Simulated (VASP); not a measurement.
Method: PBE GGA, VASP's PBE PAW potentials (set 64) (plane waves; VASP 6.6.1).

A VASP calculation is set up with these files.

INCAR:
```
ALGO  =  Normal
EDIFF  =  1E-6
ENCUT  =  400
GGA  =  PE
ISIF  =  2
ISMEAR  =  0
LASPH  =  .TRUE.
LCHARG  =  .FALSE.
LREAL  =  .FALSE.
LWAVE  =  .FALSE.
NELM  =  100
PREC  =  Accurate
SIGMA  =  0.01
SYSTEM  =  SiO2
```

File KPOINTS:
```
Automatic mesh
0
Gamma
5 5 4
0 0 0
```

POSCAR:
```
SiO2
4.9002250
  1.0000000000   0.0000000000   0.0000000000
 -0.5000001020   0.8660255396   0.0000000000
  0.0000000000   0.0000000000   1.1050525231
Si O
3 6
Direct
  0.5310900000   0.5310900000   0.0000000000
  0.4689100000   0.0000000000   0.3333330000
  0.0000000000   0.4689100000   0.6666670000
  0.2692200000   0.4133900000   0.7848900000
  0.5866100000   0.8558300000   0.1182230000
  0.1441700000   0.7307800000   0.4515570000
  0.4133900000   0.2692200000   0.2151100000
  0.8558300000   0.5866100000   0.8817770000
  0.7307800000   0.1441700000   0.5484430000
```

POTCAR, in this order: Si O (PBE.64 set). Program: vasp_std.

At this cut-off the stress carries a Pulay error, which pulls relaxed volumes low.

**Question.** What does the run give for the energy per atom (σ→0), pressure, largest force?

**Answer.** 
```
Property                        Value
---------------------  --------------
energy per atom (σ→0)  -7.906 eV/atom
pressure                     2.56 GPa
largest force              0.384 eV/Å
```

OSZICAR:
```
...
DAV:   8    -0.711447790620E+02   -0.13566E-02   -0.58505E-02  1146   0.189E+00    0.155E+00
DAV:   9    -0.711557277532E+02   -0.10949E-01   -0.22893E-02  1136   0.115E+00    0.336E-01
DAV:  10    -0.711573016899E+02   -0.15739E-02   -0.28370E-03  1146   0.319E-01    0.856E-02
DAV:  11    -0.711572833759E+02    0.18314E-04   -0.79191E-04  1156   0.171E-01    0.165E-02
DAV:  12    -0.711572887271E+02   -0.53511E-05   -0.23680E-05  1156   0.316E-02    0.110E-02
DAV:  13    -0.711572910225E+02   -0.22954E-05   -0.67574E-06  1136   0.153E-02    0.392E-03
DAV:  14    -0.711572913901E+02   -0.36763E-06   -0.57654E-07   743   0.475E-03
   1 F= -.71157291E+02 E0= -.71157291E+02  d E =-.433986E-20
```

The structure comes from a computed database's SiO2 entry; how it stands against other phases isn't given here. The cell was not relaxed at this level.
